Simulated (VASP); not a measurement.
```yaml
crystal:
  lattice:
    - [7.14656, 0.00000, 0.00000]
    - [0.00000, 7.14656, 0.00000]
    - [0.00000, 0.00000, 7.14656]
  atoms:
    - { symbol: C, position: [0.49869, 0.99989, 0.00064] }
    - { symbol: C, position: [0.62033, 0.12894, 0.12966] }
    - { symbol: C, position: [0.74698, 0.25260, 0.00403] }
    - { symbol: C, position: [0.87061, 0.37927, 0.12969] }
    - { symbol: C, position: [0.74701, 0.00329, 0.25334] }
    - { symbol: C, position: [0.87065, 0.12892, 0.38001] }
    - { symbol: C, position: [0.99845, 0.00111, 0.00187] }
    - { symbol: C, position: [0.12148, 0.12647, 0.12718] }
    - { symbol: C, position: [0.24641, 0.24971, 0.99952] }
    - { symbol: C, position: [0.37001, 0.37421, 0.12357] }
    - { symbol: C, position: [0.49932, 0.50028, 0.00048] }
    - { symbol: C, position: [0.62537, 0.62961, 0.12356] }
    - { symbol: C, position: [0.74988, 0.75318, 0.99952] }
    - { symbol: C, position: [0.87311, 0.87807, 0.12716] }
    - { symbol: C, position: [0.24642, 0.99886, 0.25045] }
    - { symbol: C, position: [0.37004, 0.12290, 0.37492] }
    - { symbol: C, position: [0.48445, 0.24472, 0.24544] }
    - { symbol: C, position: [0.75490, 0.51514, 0.24543] }
    - { symbol: C, position: [0.87670, 0.62962, 0.37494] }
    - { symbol: C, position: [0.49934, 0.99977, 0.50095] }
    - { symbol: C, position: [0.62536, 0.12290, 0.63032] }
    - { symbol: C, position: [0.75490, 0.24472, 0.51583] }
    - { symbol: C, position: [0.87672, 0.37423, 0.63029] }
    - { symbol: C, position: [0.74987, 0.99879, 0.75386] }
    - { symbol: C, position: [0.87306, 0.12646, 0.87878] }
    - { symbol: C, position: [0.99966, 0.50085, 0.00067] }
    - { symbol: C, position: [0.12242, 0.62631, 0.12355] }
    - { symbol: C, position: [0.25007, 0.74947, 0.99861] }
    - { symbol: C, position: [0.37330, 0.87716, 0.12350] }
    - { symbol: C, position: [0.99627, 0.25265, 0.25340] }
    - { symbol: C, position: [0.12315, 0.37579, 0.37652] }
    - { symbol: C, position: [0.24637, 0.50176, 0.24710] }
    - { symbol: C, position: [0.36829, 0.63132, 0.36157] }
    - { symbol: C, position: [0.49778, 0.75322, 0.24711] }
    - { symbol: C, position: [0.62383, 0.87645, 0.37651] }
    - { symbol: C, position: [0.99970, 0.99993, 0.50163] }
    - { symbol: C, position: [0.12243, 0.12283, 0.62706] }
    - { symbol: C, position: [0.24635, 0.24642, 0.50253] }
    - { symbol: C, position: [0.36828, 0.36087, 0.63207] }
    - { symbol: C, position: [0.63872, 0.63131, 0.63202] }
    - { symbol: C, position: [0.75323, 0.75323, 0.50251] }
    - { symbol: C, position: [0.87677, 0.87713, 0.62702] }
    - { symbol: C, position: [0.25009, 0.99790, 0.75020] }
    - { symbol: C, position: [0.37327, 0.12279, 0.87787] }
    - { symbol: C, position: [0.49781, 0.24640, 0.75392] }
    - { symbol: C, position: [0.62380, 0.37576, 0.87715] }
    - { symbol: C, position: [0.75320, 0.50172, 0.75394] }
    - { symbol: C, position: [0.87674, 0.62625, 0.87789] }
    - { symbol: C, position: [0.00079, 0.75321, 0.25047] }
    - { symbol: C, position: [0.12345, 0.87613, 0.37591] }
    - { symbol: C, position: [0.99985, 0.50026, 0.50099] }
    - { symbol: C, position: [0.12689, 0.62332, 0.62403] }
    - { symbol: C, position: [0.25258, 0.74707, 0.49735] }
    - { symbol: C, position: [0.37633, 0.87270, 0.62402] }
    - { symbol: C, position: [0.00079, 0.24972, 0.75389] }
    - { symbol: C, position: [0.12345, 0.37519, 0.87684] }
    - { symbol: C, position: [0.25252, 0.49665, 0.74778] }
    - { symbol: C, position: [0.37627, 0.62329, 0.87344] }
    - { symbol: C, position: [0.50297, 0.74704, 0.74777] }
    - { symbol: C, position: [0.62442, 0.87610, 0.87679] }
    - { symbol: C, position: [0.00172, 0.74950, 0.75022] }
    - { symbol: C, position: [0.12482, 0.87477, 0.87549] }
    - { symbol: Al, position: [0.56143, 0.43821, 0.43889] }
```
Cell charge -1.

Method: HSE06 screened hybrid, VASP's PBE PAW potentials (set 64) (plane waves; VASP 6.6.1). Numerical set-up: PREC = Normal, LREAL = Auto, ISYM = 0, NELECT = 252.0, EDIFF = 1E-5, 400 eV cut-off, 1×1×1 Γ-centred mesh, Gaussian smearing of 0.050 eV, potentials C Al. Starting moments (MAGMOM): 63*0.0317. The cell's moment is fixed (NUPDOWN = 2).

The cell is charged, with a uniform compensating background. The supercell is sampled at Γ alone, which is coarse: total energies, pressure and levels can be off, energies of defects by several tenths of an eV.

Q: Predict the cell moment, energy per atom (σ→0), largest force.

A: 
```
Item                             Value
---------------------  ---------------
cell moment                    2.00 μB
energy per atom (σ→0)  -10.125 eV/atom
largest force               0.101 eV/Å
```

Q: Give the moment on each site (PAW-sphere projection).

A: 
```csv
site,moment (μB)
C1,0.02
C2,0.00
C3,0.01
C4,0.00
C5,0.01
C6,0.00
C7,0.01
C8,0.00
C9,0.02
C10,0.01
C11,0.00
C12,0.01
C13,0.02
C14,0.00
C15,0.02
C16,0.01
C17,0.16
C18,0.16
C19,0.01
C20,0.00
C21,0.01
C22,0.16
C23,0.01
C24,0.02
C25,0.00
C26,0.02
C27,0.02
C28,0.00
C29,0.02
C30,0.01
C31,0.00
C32,0.01
C33,0.16
C34,0.01
C35,0.00
C36,0.02
C37,0.02
C38,0.01
C39,0.16
C40,0.16
C41,0.01
C42,0.02
C43,0.00
C44,0.02
C45,0.01
C46,0.00
C47,0.01
C48,0.02
C49,0.02
C50,0.02
C51,0.00
C52,0.01
C53,0.00
C54,0.01
C55,0.02
C56,0.02
C57,0.00
C58,0.01
C59,0.00
C60,0.02
C61,0.00
C62,0.01
Al63,-0.04
```

Only differences to runs with the same potentials and settings are physical.

The cell is a supercell with a defect, built from C (diamond): Al_C-vac_C, charge -1. The cell's shape comes from a PBE relaxation.
